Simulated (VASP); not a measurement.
Here is a VASP 6.6.1 calculation.

Contents of INCAR:

```
PREC = Accurate
ENCUT = 520
EDIFF = 1E-6
ISMEAR = 1
SIGMA = 0.15
LREAL = F
LASPH = T
NELM = 100
ALGO = Normal
ISIF = 2
LWAVE = F
LCHARG = T
LELF = T
LVHAR = T
NBANDS = 26
```

File KPOINTS:

```
Automatic mesh
0
Gamma
  5 5 5
```

File POSCAR:

```
LiY3
1.0
    0.0000000000      3.9128064075      3.9128064075
    3.9128064075      0.0000000000      3.9128064075
    3.9128064075      3.9128064075      0.0000000000
Li Y
1 3
Direct
    0.0000000000      0.0000000000      0.0000000000
    0.2500000000      0.2500000000      0.2500000000
    0.7500000000      0.7500000000      0.7500000000
    0.5000000000      0.5000000000      0.5000000000
```

Potentials or basis: VASP PAW LDA potentials, release 64 (Li_sv, Y_sv).

The run is started by

```console
$ cat potpaw_LDA.64/Li_sv/POTCAR potpaw_LDA.64/Y_sv/POTCAR > POTCAR
$ mpirun -np 1 vasp_std > vasp.out
```

Q: Predict the band gap on the k mesh.

A: None (metal or under the smearing width).
